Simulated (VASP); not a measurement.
An input for Ansatz (written as the equivalent of a VASP run, and not itself run):

Ansatz 0.2 input:
```yaml
crystal:
  lattice:
    - [0.0000000, 3.0538034, 3.0538034]
    - [3.0538034, 0.0000000, 3.0538034]
    - [3.0538034, 3.0538034, 0.0000000]
  atoms:
    - { symbol: Pb, position: [0.0000000, 0.0000000, 0.0000000] }
    - { symbol: F, position: [0.2500000, 0.2500000, 0.2500000] }
    - { symbol: F, position: [0.7500000, 0.7500000, 0.7500000] }
kpoints:
  mp_grid: { grid: [7, 7, 7] }
hamiltonian:
  xc: pbe
  dispersion: d4
  pseudopotentials: { kind: paw }
scf:
  occupations: { method: gaussian, width: 0.05 }
  max_iter: 100
output: { forces: true, stress: true, eigenvalues: true }
```

Question: Write the VASP files for the same calculation (PBE-D4).

Answer: Several could match; the one computed here: 
**POSCAR**
```
PbF2
1
    0.0000000000     3.0538034421     3.0538034421
    3.0538034421     0.0000000000     3.0538034421
    3.0538034421     3.0538034421     0.0000000000
Pb F
1 2
Direct
  0.0000000000   0.0000000000   0.0000000000
  0.2500000000   0.2500000000   0.2500000000
  0.7500000000   0.7500000000   0.7500000000
```

KPOINTS:
```
Automatic mesh
0
G
 7 7 7
```

INCAR:
```
LWAVE = .FALSE.
ISMEAR = 0   # Gaussian
SYSTEM = PbF2
ENCUT = 520   # plane-wave cut-off (eV)
IVDW = 13   # D4
ALGO = Normal
GGA = PE   # PBE
LMAXMIX = 4   # l cut-off of mixed one-centre charges
PREC = Accurate
LASPH = .TRUE.   # aspherical one-centre terms
SIGMA = 0.05
EDIFF = 1E-7   # SCF stop (eV)
ISIF = 2   # forces and stress, cell fixed
NELM = 100
LCHARG = .FALSE.
LREAL = .FALSE.   # projection in real space or not
```

POTCAR, in this order: Pb_d F (PBE.64 set). Program: vasp_std.

What does not carry over: each code has its own PAW files, so the cut-off isn't converted (ENCUT is set for VASP's; basis.ecutwfc is left out, and Ansatz then takes the one that its files recommend); Ansatz stops its SCF on the density residual and VASP on the energy change (EDIFF).

The compound is PbF2 in the fluorite structure, the β form. This cell is one point of a volume scan, at 1.06 of the reference volume.
